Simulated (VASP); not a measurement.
Data:

```yaml
crystal:
  lattice:
    - [0.00000, 3.19102, 3.19102]
    - [3.19102, 0.00000, 3.19102]
    - [3.19102, 3.19102, 0.00000]
  atoms:
    - { symbol: K, position: [0.00000, 0.00000, 0.00000] }
    - { symbol: Cl, position: [0.50000, 0.50000, 0.50000] }
```

Computed with HSE06 screened hybrid, VASP's PBE PAW potentials (set 64) (plane waves; VASP). Numerical set-up: 520 eV cut-off, 6×6×6 Γ-centred mesh, Gaussian smearing of 0.050 eV, potentials K_sv Cl.

**Question.** What does the run give for the energy per atom (σ→0), band gap (over the mesh, the named points and PBE's band edges) with the smallest direct gap where there is one?

**Answer.** 
| Item | Value |
|---|---|
| band gap (over the mesh, the named points and PBE's band edges) | 6.37 eV |
| smallest direct gap (over the mesh, the named points and PBE's band edges) | 6.37 eV |
| energy per atom (σ→0) | -380.3 kJ/mol-atom |

The compound is KCl in the rock salt structure. It was relaxed first.
